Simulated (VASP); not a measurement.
Input for VASP

### POSCAR
```
Te4Mo3S2
56.7248210
  0.0592625780   0.0000000000   0.0000000000
 -0.0296312890   0.0513229062   0.0000000000
  0.0000000000   0.0000000000   0.5000000003
Te Mo S
4 3 2
Cart
  0.0000000000   0.0000000000   0.3523451851
  0.0000000000   0.0000000000   0.1476548152
  0.0000000000   0.0000000000   0.0821095434
  0.0000000000   0.0000000000   0.4178904568
  0.0296313186   0.0171076183   0.3850693769
  0.0296313186   0.0171076183   0.1149306234
  0.0000000000   0.0000000000   0.0000000000
  0.0296313186   0.0171076183   0.0263027134
  0.0296313186   0.0171076183   0.4736972869
```

INCAR:
```
! general
SYSTEM  = Te4Mo3S2
PREC    = Accurate
ENCUT   = 400
LREAL   = .False.
LASPH   = .True.

! electronic loop
EDIFF   = 1E-7
NELM    = 100
ALGO    = Normal
LMAXMIX = 4

! smearing
ISMEAR  = -5

! functional
GGA     = PS

! ions
ISIF    = 2

! output
LWAVE   = .False.
LCHARG  = .True.
LORBIT  = 11
NEDOS   = 601

! other
LEFG    = .True.
```

KPOINTS:
```
Automatic mesh
0
Gamma
  9 9 1
0 0 0
```

POTCAR, in this order: Te Mo_sv S (PBE.64 set). Program: vasp_std.

Problem. Translate this PBEsol calculation to Ansatz.

Solution. One equivalent input (not run):
Ansatz 0.2 input:
```yaml
crystal:
  lattice:
    - [3.3616591, 0.0000000, 0.0000000]
    - [-1.6808296, 2.9112827, 0.0000000]
    - [0.0000000, 0.0000000, 28.3624105]
  atoms:
    - { symbol: Te, position: [0.0000000, 0.0000000, 0.7046904] }
    - { symbol: Te, position: [0.0000000, 0.0000000, 0.2953096] }
    - { symbol: Te, position: [0.0000000, 0.0000000, 0.1642191] }
    - { symbol: Te, position: [0.0000000, 0.0000000, 0.8357809] }
    - { symbol: Mo, position: [0.6666670, 0.3333330, 0.7701388] }
    - { symbol: Mo, position: [0.6666670, 0.3333330, 0.2298612] }
    - { symbol: Mo, position: [0.0000000, 0.0000000, 0.0000000] }
    - { symbol: S, position: [0.6666670, 0.3333330, 0.0526054] }
    - { symbol: S, position: [0.6666670, 0.3333330, 0.9473946] }
kpoints:
  mp_grid: { grid: [9, 9, 1] }
hamiltonian:
  xc: pbesol
  pseudopotentials: { kind: paw }
scf:
  occupations: { method: tetrahedron }
  max_iter: 100
output: { forces: true, stress: true, eigenvalues: true }
```
What does not carry over: each code has its own PAW files, so the cut-off isn't converted (ENCUT is set for VASP's; basis.ecutwfc is left out, and Ansatz then takes the one that its files recommend); Ansatz stops its SCF on the density residual and VASP on the energy change (EDIFF); the field gradients of LEFG aren't asked of the other code.

The cell is a sheet with vacuum, built from a database entry that may be metastable or hypothetical.
